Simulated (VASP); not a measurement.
Runs of VASP 6.6.1 on Sc. The structure is hexagonal, space group P6_3/mmc (No. 194). The conventional cell has a = 3.309 Å, b = 3.309 Å, c = 5.273 Å, α = 90.00°, β = 90.00°, γ = 120.00°. Sc (site symmetry -6m2) has 12 Sc at 3.26 to 3.31 Å as nearest neighbours. 

```tsv
level	k mesh	cutoff (eV)	gap on the mesh (eV)	pressure (GPa)
PBEsol	11 × 11 × 6	700	none	-2.8
PBEsol	11 × 11 × 6	600	none	-2.8
PBEsol	11 × 11 × 6	500	none	-2.9
r2SCAN	11 × 11 × 6	520	none	0.1
PBE	11 × 11 × 6	520	none	(a)
PBEsol	16 × 16 × 9	520	none	-2.8
```

Alike in all rows: task electric field gradients; potentials or basis VASP PAW PBE potentials, release 64 (Sc_sv); no spin polarisation; cell as given; smearing fermi-dirac 0.05 eV.

Task: Estimate the missing entries.

Result: (a) -0.7.

Caveats: the PAW data sets were made with another functional, which shifts forces and pressure a little (some runs).

A gap of «none» marks a metal or a gap under the smearing width.
